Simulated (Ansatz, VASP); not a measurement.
**Ge (Germanium): VASP beside Ansatz**

One calculation is typed for both programs; each brings its own data sets. How far apart do they land? The cell is taken from a series of runs on this material, whose earlier steps may have relaxed, scaled, displaced or heated it; both programs get it as it stands.

Main program and level: Ansatz 0.2.0; plane waves, with VASP 6.6.1 beside it; zone-centre phonons at LDA.

### 1. The structure

Symmetry: I4_1/amd, No. 141, tetragonal system. Conventional cell: a = 3.816 Å, b = 3.816 Å, c = 5.792 Å, α = 90.00°, β = 90.00°, γ = 90.00°. Ge has 4 Ge at 2.40 Å nearest.

### 2. VASP: zone-centre phonons, LDA

Second derivatives magnify differences that forces hide, and they need a tight electronic threshold.

Lines of VASP's logs that name or quote its potential files are left out, and so is its time.

Input file INCAR:

```
SYSTEM = Ge
PREC = Accurate
ENCUT = 500
EDIFF = 1E-08
NELM = 120
ISMEAR = 0
SIGMA = 0.015
LREAL = .FALSE.
ALGO = Normal
GGA = PW92
NBANDS = 20
LORBIT = 11
LWAVE = .FALSE.
LCHARG = .FALSE.
ISIF = 2
ISYM = 2
IBRION = 8
LASPH = .TRUE.
GGA_COMPAT = .FALSE.
KPAR = 2
```

Input file POSCAR:

```
Ge
1.0
    0.0000000000      2.6983129656      2.8961540022
    2.6983129656      0.0000000000      2.8961540022
    2.6983129656      2.6983129656      0.0000000000
Ge
2
Direct
    0.4999473859      0.4999473859      0.5000223577
    0.7499921013      0.7499921013      0.7499776423
```

Input file KPOINTS:

```
Points of the shifted mesh
1728
Reciprocal
 0.0416666667  0.0416666667  0.0416666667 1
 0.0416666667  0.0416666667  0.1250000000 1
 0.0416666667  0.0416666667  0.2083333333 1
 0.0416666667  0.0416666667  0.2916666667 1
 0.0416666667  0.0416666667  0.3750000000 1
 0.0416666667  0.0416666667  0.4583333333 1
 0.0416666667  0.0416666667  0.5416666667 1
 0.0416666667  0.0416666667  0.6250000000 1
 0.0416666667  0.0416666667  0.7083333333 1
 0.0416666667  0.0416666667  0.7916666667 1
 0.0416666667  0.0416666667  0.8750000000 1
 0.0416666667  0.0416666667  0.9583333333 1
 0.0416666667  0.1250000000  0.0416666667 1
 0.0416666667  0.1250000000  0.1250000000 1
 0.0416666667  0.1250000000  0.2083333333 1
 0.0416666667  0.1250000000  0.2916666667 1
 0.0416666667  0.1250000000  0.3750000000 1
 0.0416666667  0.1250000000  0.4583333333 1
 0.0416666667  0.1250000000  0.5416666667 1
 0.0416666667  0.1250000000  0.6250000000 1
 0.0416666667  0.1250000000  0.7083333333 1
 0.0416666667  0.1250000000  0.7916666667 1
 0.0416666667  0.1250000000  0.8750000000 1
 0.0416666667  0.1250000000  0.9583333333 1
 0.0416666667  0.2083333333  0.0416666667 1
 0.0416666667  0.2083333333  0.1250000000 1
 0.0416666667  0.2083333333  0.2083333333 1
 0.0416666667  0.2083333333  0.2916666667 1
 0.0416666667  0.2083333333  0.3750000000 1
 0.0416666667  0.2083333333  0.4583333333 1
 0.0416666667  0.2083333333  0.5416666667 1
 0.0416666667  0.2083333333  0.6250000000 1
 0.0416666667  0.2083333333  0.7083333333 1
 0.0416666667  0.2083333333  0.7916666667 1
 0.0416666667  0.2083333333  0.8750000000 1
 0.0416666667  0.2083333333  0.9583333333 1
 0.0416666667  0.2916666667  0.0416666667 1
 0.0416666667  0.2916666667  0.1250000000 1
 0.0416666667  0.2916666667  0.2083333333 1
 0.0416666667  0.2916666667  0.2916666667 1
 0.0416666667  0.2916666667  0.3750000000 1
 0.0416666667  0.2916666667  0.4583333333 1
 0.0416666667  0.2916666667  0.5416666667 1
 0.0416666667  0.2916666667  0.6250000000 1
 0.0416666667  0.2916666667  0.7083333333 1
 0.0416666667  0.2916666667  0.7916666667 1
 0.0416666667  0.2916666667  0.8750000000 1
 0.0416666667  0.2916666667  0.9583333333 1
 0.0416666667  0.3750000000  0.0416666667 1
 0.0416666667  0.3750000000  0.1250000000 1
 0.0416666667  0.3750000000  0.2083333333 1
 0.0416666667  0.3750000000  0.2916666667 1
 0.0416666667  0.3750000000  0.3750000000 1
 0.0416666667  0.3750000000  0.4583333333 1
 0.0416666667  0.3750000000  0.5416666667 1
 0.0416666667  0.3750000000  0.6250000000 1
 0.0416666667  0.3750000000  0.7083333333 1
 0.0416666667  0.3750000000  0.7916666667 1
 0.0416666667  0.3750000000  0.8750000000 1
 0.0416666667  0.3750000000  0.9583333333 1
 0.0416666667  0.4583333333  0.0416666667 1
 0.0416666667  0.4583333333  0.1250000000 1
 0.0416666667  0.4583333333  0.2083333333 1
 0.0416666667  0.4583333333  0.2916666667 1
 0.0416666667  0.4583333333  0.3750000000 1
 0.0416666667  0.4583333333  0.4583333333 1
 0.0416666667  0.4583333333  0.5416666667 1
 0.0416666667  0.4583333333  0.6250000000 1
 0.0416666667  0.4583333333  0.7083333333 1
 0.0416666667  0.4583333333  0.7916666667 1
 0.0416666667  0.4583333333  0.8750000000 1
 0.0416666667  0.4583333333  0.9583333333 1
 0.0416666667  0.5416666667  0.0416666667 1
 0.0416666667  0.5416666667  0.1250000000 1
 0.0416666667  0.5416666667  0.2083333333 1
 0.0416666667  0.5416666667  0.2916666667 1
 0.0416666667  0.5416666667  0.3750000000 1
 0.0416666667  0.5416666667  0.4583333333 1
 0.0416666667  0.5416666667  0.5416666667 1
 0.0416666667  0.5416666667  0.6250000000 1
 0.0416666667  0.5416666667  0.7083333333 1
 0.0416666667  0.5416666667  0.7916666667 1
 0.0416666667  0.5416666667  0.8750000000 1
 0.0416666667  0.5416666667  0.9583333333 1
 0.0416666667  0.6250000000  0.0416666667 1
 0.0416666667  0.6250000000  0.1250000000 1
 0.0416666667  0.6250000000  0.2083333333 1
 0.0416666667  0.6250000000  0.2916666667 1
 0.0416666667  0.6250000000  0.3750000000 1
 0.0416666667  0.6250000000  0.4583333333 1
 0.0416666667  0.6250000000  0.5416666667 1
 0.0416666667  0.6250000000  0.6250000000 1
 0.0416666667  0.6250000000  0.7083333333 1
 0.0416666667  0.6250000000  0.7916666667 1
 0.0416666667  0.6250000000  0.8750000000 1
 0.0416666667  0.6250000000  0.9583333333 1
 0.0416666667  0.7083333333  0.0416666667 1
 0.0416666667  0.7083333333  0.1250000000 1
 0.0416666667  0.7083333333  0.2083333333 1
 0.0416666667  0.7083333333  0.2916666667 1
 0.0416666667  0.7083333333  0.3750000000 1
 0.0416666667  0.7083333333  0.4583333333 1
 0.0416666667  0.7083333333  0.5416666667 1
 0.0416666667  0.7083333333  0.6250000000 1
 0.0416666667  0.7083333333  0.7083333333 1
 0.0416666667  0.7083333333  0.7916666667 1
 0.0416666667  0.7083333333  0.8750000000 1
 0.0416666667  0.7083333333  0.9583333333 1
 0.0416666667  0.7916666667  0.0416666667 1
 0.0416666667  0.7916666667  0.1250000000 1
 0.0416666667  0.7916666667  0.2083333333 1
 0.0416666667  0.7916666667  0.2916666667 1
[... 1390 lines left out ...]
 0.8750000000  0.4583333333  0.1250000000 1
 0.8750000000  0.4583333333  0.2083333333 1
 0.8750000000  0.4583333333  0.2916666667 1
 0.8750000000  0.4583333333  0.3750000000 1
 0.8750000000  0.4583333333  0.4583333333 1
 0.8750000000  0.4583333333  0.5416666667 1
 0.8750000000  0.4583333333  0.6250000000 1
 0.8750000000  0.4583333333  0.7083333333 1
 0.8750000000  0.4583333333  0.7916666667 1
 0.8750000000  0.4583333333  0.8750000000 1
 0.8750000000  0.4583333333  0.9583333333 1
 0.8750000000  0.5416666667  0.0416666667 1
 0.8750000000  0.5416666667  0.1250000000 1
 0.8750000000  0.5416666667  0.2083333333 1
 0.8750000000  0.5416666667  0.2916666667 1
 0.8750000000  0.5416666667  0.3750000000 1
 0.8750000000  0.5416666667  0.4583333333 1
 0.8750000000  0.5416666667  0.5416666667 1
 0.8750000000  0.5416666667  0.6250000000 1
 0.8750000000  0.5416666667  0.7083333333 1
 0.8750000000  0.5416666667  0.7916666667 1
 0.8750000000  0.5416666667  0.8750000000 1
 0.8750000000  0.5416666667  0.9583333333 1
 0.8750000000  0.6250000000  0.0416666667 1
 0.8750000000  0.6250000000  0.1250000000 1
 0.8750000000  0.6250000000  0.2083333333 1
 0.8750000000  0.6250000000  0.2916666667 1
 0.8750000000  0.6250000000  0.3750000000 1
 0.8750000000  0.6250000000  0.4583333333 1
 0.8750000000  0.6250000000  0.5416666667 1
 0.8750000000  0.6250000000  0.6250000000 1
 0.8750000000  0.6250000000  0.7083333333 1
 0.8750000000  0.6250000000  0.7916666667 1
 0.8750000000  0.6250000000  0.8750000000 1
 0.8750000000  0.6250000000  0.9583333333 1
 0.8750000000  0.7083333333  0.0416666667 1
 0.8750000000  0.7083333333  0.1250000000 1
 0.8750000000  0.7083333333  0.2083333333 1
 0.8750000000  0.7083333333  0.2916666667 1
 0.8750000000  0.7083333333  0.3750000000 1
 0.8750000000  0.7083333333  0.4583333333 1
 0.8750000000  0.7083333333  0.5416666667 1
 0.8750000000  0.7083333333  0.6250000000 1
 0.8750000000  0.7083333333  0.7083333333 1
 0.8750000000  0.7083333333  0.7916666667 1
 0.8750000000  0.7083333333  0.8750000000 1
 0.8750000000  0.7083333333  0.9583333333 1
 0.8750000000  0.7916666667  0.0416666667 1
 0.8750000000  0.7916666667  0.1250000000 1
 0.8750000000  0.7916666667  0.2083333333 1
 0.8750000000  0.7916666667  0.2916666667 1
 0.8750000000  0.7916666667  0.3750000000 1
 0.8750000000  0.7916666667  0.4583333333 1
 0.8750000000  0.7916666667  0.5416666667 1
 0.8750000000  0.7916666667  0.6250000000 1
 0.8750000000  0.7916666667  0.7083333333 1
 0.8750000000  0.7916666667  0.7916666667 1
 0.8750000000  0.7916666667  0.8750000000 1
 0.8750000000  0.7916666667  0.9583333333 1
 0.8750000000  0.8750000000  0.0416666667 1
 0.8750000000  0.8750000000  0.1250000000 1
 0.8750000000  0.8750000000  0.2083333333 1
 0.8750000000  0.8750000000  0.2916666667 1
 0.8750000000  0.8750000000  0.3750000000 1
 0.8750000000  0.8750000000  0.4583333333 1
 0.8750000000  0.8750000000  0.5416666667 1
 0.8750000000  0.8750000000  0.6250000000 1
 0.8750000000  0.8750000000  0.7083333333 1
 0.8750000000  0.8750000000  0.7916666667 1
 0.8750000000  0.8750000000  0.8750000000 1
 0.8750000000  0.8750000000  0.9583333333 1
 0.8750000000  0.9583333333  0.0416666667 1
 0.8750000000  0.9583333333  0.1250000000 1
 0.8750000000  0.9583333333  0.2083333333 1
 0.8750000000  0.9583333333  0.2916666667 1
 0.8750000000  0.9583333333  0.3750000000 1
 0.8750000000  0.9583333333  0.4583333333 1
 0.8750000000  0.9583333333  0.5416666667 1
 0.8750000000  0.9583333333  0.6250000000 1
 0.8750000000  0.9583333333  0.7083333333 1
 0.8750000000  0.9583333333  0.7916666667 1
 0.8750000000  0.9583333333  0.8750000000 1
 0.8750000000  0.9583333333  0.9583333333 1
 0.9583333333  0.0416666667  0.0416666667 1
 0.9583333333  0.0416666667  0.1250000000 1
 0.9583333333  0.0416666667  0.2083333333 1
 0.9583333333  0.0416666667  0.2916666667 1
 0.9583333333  0.0416666667  0.3750000000 1
 0.9583333333  0.0416666667  0.4583333333 1
 0.9583333333  0.0416666667  0.5416666667 1
 0.9583333333  0.0416666667  0.6250000000 1
 0.9583333333  0.0416666667  0.7083333333 1
 0.9583333333  0.0416666667  0.7916666667 1
 0.9583333333  0.0416666667  0.8750000000 1
 0.9583333333  0.0416666667  0.9583333333 1
 0.9583333333  0.1250000000  0.0416666667 1
 0.9583333333  0.1250000000  0.1250000000 1
 0.9583333333  0.1250000000  0.2083333333 1
 0.9583333333  0.1250000000  0.2916666667 1
 0.9583333333  0.1250000000  0.3750000000 1
 0.9583333333  0.1250000000  0.4583333333 1
 0.9583333333  0.1250000000  0.5416666667 1
 0.9583333333  0.1250000000  0.6250000000 1
 0.9583333333  0.1250000000  0.7083333333 1
 0.9583333333  0.1250000000  0.7916666667 1
 0.9583333333  0.1250000000  0.8750000000 1
 0.9583333333  0.1250000000  0.9583333333 1
 0.9583333333  0.2083333333  0.0416666667 1
 0.9583333333  0.2083333333  0.1250000000 1
 0.9583333333  0.2083333333  0.2083333333 1
 0.9583333333  0.2083333333  0.2916666667 1
 0.9583333333  0.2083333333  0.3750000000 1
 0.9583333333  0.2083333333  0.4583333333 1
 0.9583333333  0.2083333333  0.5416666667 1
 0.9583333333  0.2083333333  0.6250000000 1
 0.9583333333  0.2083333333  0.7083333333 1
 0.9583333333  0.2083333333  0.7916666667 1
 0.9583333333  0.2083333333  0.8750000000 1
 0.9583333333  0.2083333333  0.9583333333 1
 0.9583333333  0.2916666667  0.0416666667 1
 0.9583333333  0.2916666667  0.1250000000 1
 0.9583333333  0.2916666667  0.2083333333 1
 0.9583333333  0.2916666667  0.2916666667 1
 0.9583333333  0.2916666667  0.3750000000 1
 0.9583333333  0.2916666667  0.4583333333 1
 0.9583333333  0.2916666667  0.5416666667 1
 0.9583333333  0.2916666667  0.6250000000 1
 0.9583333333  0.2916666667  0.7083333333 1
 0.9583333333  0.2916666667  0.7916666667 1
 0.9583333333  0.2916666667  0.8750000000 1
 0.9583333333  0.2916666667  0.9583333333 1
 0.9583333333  0.3750000000  0.0416666667 1
 0.9583333333  0.3750000000  0.1250000000 1
 0.9583333333  0.3750000000  0.2083333333 1
 0.9583333333  0.3750000000  0.2916666667 1
 0.9583333333  0.3750000000  0.3750000000 1
 0.9583333333  0.3750000000  0.4583333333 1
 0.9583333333  0.3750000000  0.5416666667 1
 0.9583333333  0.3750000000  0.6250000000 1
 0.9583333333  0.3750000000  0.7083333333 1
 0.9583333333  0.3750000000  0.7916666667 1
 0.9583333333  0.3750000000  0.8750000000 1
 0.9583333333  0.3750000000  0.9583333333 1
 0.9583333333  0.4583333333  0.0416666667 1
 0.9583333333  0.4583333333  0.1250000000 1
 0.9583333333  0.4583333333  0.2083333333 1
 0.9583333333  0.4583333333  0.2916666667 1
 0.9583333333  0.4583333333  0.3750000000 1
 0.9583333333  0.4583333333  0.4583333333 1
 0.9583333333  0.4583333333  0.5416666667 1
 0.9583333333  0.4583333333  0.6250000000 1
 0.9583333333  0.4583333333  0.7083333333 1
 0.9583333333  0.4583333333  0.7916666667 1
 0.9583333333  0.4583333333  0.8750000000 1
 0.9583333333  0.4583333333  0.9583333333 1
 0.9583333333  0.5416666667  0.0416666667 1
 0.9583333333  0.5416666667  0.1250000000 1
 0.9583333333  0.5416666667  0.2083333333 1
 0.9583333333  0.5416666667  0.2916666667 1
 0.9583333333  0.5416666667  0.3750000000 1
 0.9583333333  0.5416666667  0.4583333333 1
 0.9583333333  0.5416666667  0.5416666667 1
 0.9583333333  0.5416666667  0.6250000000 1
 0.9583333333  0.5416666667  0.7083333333 1
 0.9583333333  0.5416666667  0.7916666667 1
 0.9583333333  0.5416666667  0.8750000000 1
 0.9583333333  0.5416666667  0.9583333333 1
 0.9583333333  0.6250000000  0.0416666667 1
 0.9583333333  0.6250000000  0.1250000000 1
 0.9583333333  0.6250000000  0.2083333333 1
 0.9583333333  0.6250000000  0.2916666667 1
 0.9583333333  0.6250000000  0.3750000000 1
 0.9583333333  0.6250000000  0.4583333333 1
 0.9583333333  0.6250000000  0.5416666667 1
 0.9583333333  0.6250000000  0.6250000000 1
 0.9583333333  0.6250000000  0.7083333333 1
 0.9583333333  0.6250000000  0.7916666667 1
 0.9583333333  0.6250000000  0.8750000000 1
 0.9583333333  0.6250000000  0.9583333333 1
 0.9583333333  0.7083333333  0.0416666667 1
 0.9583333333  0.7083333333  0.1250000000 1
 0.9583333333  0.7083333333  0.2083333333 1
 0.9583333333  0.7083333333  0.2916666667 1
 0.9583333333  0.7083333333  0.3750000000 1
 0.9583333333  0.7083333333  0.4583333333 1
 0.9583333333  0.7083333333  0.5416666667 1
 0.9583333333  0.7083333333  0.6250000000 1
 0.9583333333  0.7083333333  0.7083333333 1
 0.9583333333  0.7083333333  0.7916666667 1
 0.9583333333  0.7083333333  0.8750000000 1
 0.9583333333  0.7083333333  0.9583333333 1
 0.9583333333  0.7916666667  0.0416666667 1
 0.9583333333  0.7916666667  0.1250000000 1
 0.9583333333  0.7916666667  0.2083333333 1
 0.9583333333  0.7916666667  0.2916666667 1
 0.9583333333  0.7916666667  0.3750000000 1
 0.9583333333  0.7916666667  0.4583333333 1
 0.9583333333  0.7916666667  0.5416666667 1
 0.9583333333  0.7916666667  0.6250000000 1
 0.9583333333  0.7916666667  0.7083333333 1
 0.9583333333  0.7916666667  0.7916666667 1
 0.9583333333  0.7916666667  0.8750000000 1
 0.9583333333  0.7916666667  0.9583333333 1
 0.9583333333  0.8750000000  0.0416666667 1
 0.9583333333  0.8750000000  0.1250000000 1
 0.9583333333  0.8750000000  0.2083333333 1
 0.9583333333  0.8750000000  0.2916666667 1
 0.9583333333  0.8750000000  0.3750000000 1
 0.9583333333  0.8750000000  0.4583333333 1
 0.9583333333  0.8750000000  0.5416666667 1
 0.9583333333  0.8750000000  0.6250000000 1
 0.9583333333  0.8750000000  0.7083333333 1
 0.9583333333  0.8750000000  0.7916666667 1
 0.9583333333  0.8750000000  0.8750000000 1
 0.9583333333  0.8750000000  0.9583333333 1
 0.9583333333  0.9583333333  0.0416666667 1
 0.9583333333  0.9583333333  0.1250000000 1
 0.9583333333  0.9583333333  0.2083333333 1
 0.9583333333  0.9583333333  0.2916666667 1
 0.9583333333  0.9583333333  0.3750000000 1
 0.9583333333  0.9583333333  0.4583333333 1
 0.9583333333  0.9583333333  0.5416666667 1
 0.9583333333  0.9583333333  0.6250000000 1
 0.9583333333  0.9583333333  0.7083333333 1
 0.9583333333  0.9583333333  0.7916666667 1
 0.9583333333  0.9583333333  0.8750000000 1
 0.9583333333  0.9583333333  0.9583333333 1
```

The projector-augmented-wave data sets are Ge_d (LDA family, release 64).

Started as:

```sh
$ mpirun -np 2 vasp_std
```

Numbers of over 12 decimals in the logs are rounded to 6 here.

The log of the run:

```text
[banner, memory and clock lines left out]
running    2 mpi-ranks, on    1 nodes
 distrk:  each k-point on    1 cores,    2 groups
 distr:  one band on    1 cores,    1 groups

 POSCAR found type information on POSCAR Ge
 POSCAR found :  1 types and       2 ions
|                                                                             |
|               ----> ADVICE to this user running VASP <----                  |
|                                                                             |
|     You enforced a specific xc type in the INCAR file but a different       |
|     [... a line on the potential file left out ...]
|     I HOPE YOU KNOW WHAT YOU ARE DOING!                                     |
|                                                                             |

 LDA part: xc-table for (Slater(with rela. corr.)+PW92), standard interpolation
 POSCAR, INCAR and KPOINTS ok, starting setup
 FFT: planning ... GRIDC
 FFT: planning ... GRID_SOFT
 FFT: planning ... GRID
 WAVECAR not read
 entering main loop
       N       E                     dE             d eps       ncg     rms          rms(c)
DAV:   1     0.181732842419E+03    0.18173E+03   -0.14634E+04 74312   0.378E+03
DAV:   2     0.142987442550E+02   -0.16743E+03   -0.16292E+03 69232   0.581E+02
DAV:   3    -0.977038085990E+01   -0.24069E+02   -0.23884E+02 77824   0.142E+02
DAV:   4    -0.105131793770E+02   -0.74280E+00   -0.74225E+00 77992   0.294E+01
DAV:   5    -0.105248683122E+02   -0.11689E-01   -0.11689E-01 77204   0.397E+00    0.359E+00
DAV:   6    -0.103861686491E+02    0.13870E+00   -0.45827E-02 76656   0.166E+00    0.206E+00
DAV:   7    -0.103180330867E+02    0.68136E-01   -0.90389E-02 72992   0.221E+00    0.145E-01
DAV:   8    -0.103187907334E+02   -0.75765E-03   -0.63450E-03 77684   0.889E-01    0.420E-02
DAV:   9    -0.103188102843E+02   -0.19551E-04   -0.10273E-04 79972   0.101E-01    0.147E-02
DAV:  10    -0.103188066370E+02    0.36473E-05   -0.10182E-05 89788   0.498E-02    0.457E-03
DAV:  11    -0.103188063421E+02    0.29493E-06   -0.14387E-06 75460   0.838E-03    0.195E-03
DAV:  12    -0.103188063279E+02    0.14145E-07   -0.91544E-08 93696   0.546E-03    0.399E-04
DAV:  13    -0.103188063278E+02    0.75488E-10   -0.48331E-09 47804   0.667E-04
   1 F= -.10318806E+02 E0= -.10318804E+02  d E =-.412182E-05
 Linear response reoptimize wavefunctions to high precision
DAV:   1    -0.103188063278E+02    0.88221E-10   -0.76375E-10 47060   0.315E-04
 Linear response DOF=           2
 Linear response progress:
  Degree of freedom:   1/  2
 RE_READ_KPOINTS: the total number of non zero k-points in the full Brillouine z
 one has changed        1728        3456
 trying to continue but this does not look good at all
       N       E                     dE             d eps       ncg     rms          rms(c)
RMM:   1    -0.187527189288E+00   -0.18753E+00    0.90361E+00 83709   0.461E+01
RMM:   2    -0.195106698866E+00   -0.75795E-02   -0.14135E-02111209   0.117E+00    0.789E-02
RMM:   3    -0.195200746001E+00   -0.94047E-04   -0.10304E-03119513   0.331E-01    0.455E-02
RMM:   4    -0.195174205301E+00    0.26541E-04   -0.69403E-05126651   0.835E-02    0.499E-03
RMM:   5    -0.195181823830E+00   -0.76185E-05   -0.40674E-06122061   0.186E-02    0.260E-03
RMM:   6    -0.195193181183E+00   -0.11357E-04   -0.26798E-07124141   0.514E-03    0.332E-04
RMM:   7    -0.195192543453E+00    0.63773E-06   -0.34529E-08127478   0.158E-03    0.191E-04
RMM:   8    -0.195191880558E+00    0.66289E-06   -0.59084E-09128442   0.546E-04    0.334E-05
RMM:   9    -0.195191730031E+00    0.15053E-06   -0.57153E-09129691   0.238E-04    0.149E-05
RMM:  10    -0.195191780382E+00   -0.50351E-07   -0.11918E-08131277   0.115E-04    0.418E-06
RMM:  11    -0.195191788839E+00   -0.84564E-08   -0.17921E-08133263   0.687E-05    0.208E-06
 first order change of Fermi-energy   0.68491E+00
 force on displaced ion       1 direction 1 : -12.635  -0.026  -0.044
 Linear response progress:
  Degree of freedom:   2/  2
       N       E                     dE             d eps       ncg     rms          rms(c)
RMM:   1    -0.188298186973E+00   -0.18830E+00    0.84687E+00 83012   0.448E+01
RMM:   2    -0.195995743274E+00   -0.76976E-02   -0.15132E-02111714   0.120E+00    0.845E-02
RMM:   3    -0.196111054999E+00   -0.11531E-03   -0.10483E-03120387   0.330E-01    0.484E-02
RMM:   4    -0.196105874752E+00    0.51802E-05   -0.67753E-05127392   0.830E-02    0.473E-03
RMM:   5    -0.196111176492E+00   -0.53017E-05   -0.41173E-06122959   0.188E-02    0.255E-03
RMM:   6    -0.196119154222E+00   -0.79777E-05   -0.23358E-07124732   0.507E-03    0.298E-04
RMM:   7    -0.196118581360E+00    0.57286E-06   -0.57936E-08127520   0.161E-03    0.162E-04
RMM:   8    -0.196117952623E+00    0.62874E-06   -0.20662E-09127914   0.587E-04    0.386E-05
RMM:   9    -0.196117842370E+00    0.11025E-06   -0.52987E-09129664   0.259E-04    0.156E-05
RMM:  10    -0.196117954312E+00   -0.11194E-06   -0.92201E-09130126   0.126E-04    0.512E-06
RMM:  11    -0.196117976351E+00   -0.22039E-07   -0.15607E-08133753   0.727E-05    0.216E-06
RMM:  12    -0.196117993458E+00   -0.17107E-07   -0.51845E-09141804   0.490E-05    0.562E-07
RMM:  13    -0.196117996198E+00   -0.27399E-08   -0.25467E-09150221   0.385E-05    0.268E-07
 first order change of Fermi-energy   0.31182E+01
 force on displaced ion       1 direction 3 :   0.000   0.000 -13.040
 Linear response finished
```

[end of part 1 of 2]

[Lines on the potential files, build, host, timing and source positions are cut from VASP's logs without a mark.]

[Logs are printed without paths, hosts, clocks, repeated set-up lines and the standing remarks that a program may print on its own settings, such as how far it seeks lower states.]

[Hosts, paths, dates, database ids (printed as entryN), source tags and the programs' standing remarks are cut or masked in the printed files.]
